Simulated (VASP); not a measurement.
Consider the following.

```xyz
2
Lattice="0.0000 3.0372 3.0372 3.0372 0.0000 3.0372 3.0372 3.0372 0.0000" Properties=species:S:1:pos:R:3 pbc="T T T"
In     0.0000     0.0000     0.0000
P      1.5186     1.5186     1.5186
```

All values below come from RPBE GGA, VASP's PBE PAW potentials (set 64) (plane waves; VASP). Run with 520 eV cut-off, 8×8×8 Γ-centred mesh, Gaussian smearing of 0.050 eV, potentials In_d P.

Q: The job: InP (zinc blende), 2 atoms, RPBE, static run, 520 eV, 8×8×8 Γ-centred mesh. Roughly how much core time does it take on a busy server core?

A: About 10 core-seconds (one run on a shared machine, a rough figure). It had 29 irreducible k-points, 13 bands, up to 1540 plane waves and 15 electronic steps.

The compound is InP in the zinc blende structure. This cell is one point of a volume scan, at 1.03 of the reference volume.
